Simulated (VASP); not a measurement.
An input for Quantum ESPRESSO's pw.x (written as the equivalent of a VASP run, and not itself run):

```
&CONTROL
  calculation = 'scf'
  pseudo_dir = './pseudo'
  outdir = './out'
  tprnfor = .true.
  tstress = .true.
/
&SYSTEM
  ibrav = 0
  nat = 2
  ntyp = 1
  ecutwfc = 72
  occupations = 'smearing'
  smearing = 'fermi-dirac'
  degauss = 0.00735
  input_dft = 'pbe'
/
&ELECTRONS
  conv_thr = 7.3e-08
  electron_maxstep = 100
/
ATOMIC_SPECIES
  Re 186.207 Re.upf
CELL_PARAMETERS angstrom
     0.0000000    2.7605290    2.7605290
     2.7605290    0.0000000    2.7605290
     2.7605290    2.7605290    0.0000000
ATOMIC_POSITIONS crystal
  Re   0.7500000  0.7500000  0.7500000
  Re   0.5000000  0.5000000  0.5000000
K_POINTS automatic
  8 8 8 0 0 0
```

Q: Write the VASP files for the same calculation (PBE).

A: One answer among several that fit: 
POSCAR:
```
Re
1
    0.0000000000     2.7605290000     2.7605290000
    2.7605290000     0.0000000000     2.7605290000
    2.7605290000     2.7605290000     0.0000000000
Re
2
Direct
  0.7500000000   0.7500000000   0.7500000000
  0.5000000000   0.5000000000   0.5000000000
```

KPOINTS:
```
K-points
0
G
  8 8 8
0 0 0
```

### INCAR
```
NELM = 100   ! most electronic steps
PREC = Accurate
ENCUT = 300   ! plane-wave cut-off (eV)
LREAL = F   ! projection in real space or not
SIGMA = 0.1   ! width (eV)
GGA = PE
LMAXMIX = 6
EDIFF = 1E-6   ! SCF stop (eV)
ALGO = Normal   ! blocked Davidson
SYSTEM = Re
ISIF = 2   ! forces and stress, cell fixed
LCHARG = F
ISMEAR = -1   ! Fermi-Dirac
LWAVE = F
LASPH = T   ! aspherical one-centre terms
```

POTCAR, in this order: Re (PBE.64 set). Program: vasp_std.

The two are equivalent in intent, not identical: the potentials are each code's own (VASP's PAW set, PseudoDojo norm-conserving files in pw.x), so ENCUT and ecutwfc are chosen apart and not converted; conv_thr bounds pw.x's estimated SCF error, while EDIFF bounds the energy change between steps.

The structure was generated: Re was put into an ordered model structure, which need not be its known phase. The cell was not relaxed at this level.
